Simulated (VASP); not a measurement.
Here is the system:

```xyz
4
Lattice="3.7992 0.0000 0.0000 -1.8996 3.2902 0.0000 0.0000 0.0000 6.2596" Properties=species:S:1:pos:R:3 pbc="T T T"
Ga     1.8996     1.0967     3.1300
Ga     0.0000     2.1935     0.0002
P      1.8996     1.0967     5.4706
P      0.0000     2.1935     2.3408
```

These are LDA (Ceperley-Alder, Perdew-Zunger), VASP's LDA PAW potentials (set 64) (plane waves; VASP 6.6.1) values and carry that method's errors. Numerical set-up: 400 eV cut-off, Gaussian smearing of 0.050 eV, potentials Ga_d P.

**Question.** Give the energies of bands 13 to 21 at the high-symmetry points, in eV from the valence-band maximum.

**Answer.** 
| band | Γ | M | K | A | L | H |
|---|---|---|---|---|---|---|
| 13 | -7.03 | -7.07 | -6.32 | -4.16 | -6.97 | -6.95 |
| 14 | -1.32 | -5.86 | -6.32 | -4.16 | -6.97 | -6.95 |
| 15 | -1.32 | -4.43 | -4.97 | -0.75 | -2.29 | -4.21 |
| 16 | -0.20 | -2.90 | -3.31 | -0.75 | -2.29 | -4.21 |
| 17 | 0.00 | -2.65 | -3.31 | -0.75 | -2.23 | -1.84 |
| 18 | 0.00 | -1.28 | -3.05 | -0.75 | -2.23 | -1.84 |
| 19 | 1.29 | 1.33 | 1.95 | 2.09 | 1.55 | 2.39 |
| 20 | 1.93 | 2.83 | 5.06 | 2.09 | 1.55 | 2.39 |
| 21 | 3.52 | 3.68 | 5.06 | 4.32 | 2.88 | 4.65 |

The gap is direct, 1.29 eV, from the valence maximum at Γ to the conduction minimum at Γ.

The structure comes from a computed database's GaP entry (P6_3mc); how it stands against other phases isn't given here. It was relaxed first.
